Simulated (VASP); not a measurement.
Consider the following.

```
CELL_PARAMETERS angstrom
      2.05473    -3.55890     0.00000
      2.05473     3.55890     0.00000
      0.00000     0.00000     5.41055
ATOMIC_POSITIONS crystal
  Ni 0.00000 0.00000 0.50000
  Ni 0.00000 0.00000 0.00000
  Sb 0.33333 0.66667 0.25000
  Sb 0.66667 0.33333 0.75000
```

Computed with vdW-DF2, VASP's PBE PAW potentials (set 64) (plane waves; VASP). Run with 520 eV cut-off, Gaussian smearing of 0.050 eV, potentials Ni Sb.

**Question.** Give the energies of bands 5 to 18 at the high-symmetry points, in eV from the Fermi level.

**Answer.** 
```tsv
band	Γ	M	K	A	L	H
5	-3.19	-2.86	-3.56	-2.55	-2.64	-4.34
6	-2.50	-2.59	-2.56	-2.55	-2.64	-4.34
7	-2.01	-2.56	-2.56	-2.32	-2.28	-2.24
8	-2.01	-2.47	-2.10	-2.32	-2.28	-2.24
9	-1.67	-2.27	-1.58	-1.65	-1.56	-1.62
10	-1.67	-1.71	-1.58	-1.65	-1.56	-1.62
11	-1.08	-1.65	-1.58	-1.65	-1.52	-1.59
12	-1.08	-1.47	-1.29	-1.65	-1.52	-1.59
13	-0.04	-1.27	-1.11	-0.19	-1.45	-1.13
14	0.61	-1.14	-1.11	-0.19	-1.45	-1.13
15	0.61	-1.08	-0.35	1.80	0.32	-1.03
16	2.19	-0.51	-0.35	1.80	0.32	-1.03
17	2.19	0.99	0.47	1.80	1.34	3.48
18	3.23	3.31	0.47	1.80	1.34	3.48
```

It has no gap at this level: it comes out as a metal or semimetal.

The compound is NiSb in the NiAs type structure. It was relaxed first, which changed the volume by +15 %. The run is not spin-polarised, so no magnetic state was tried.
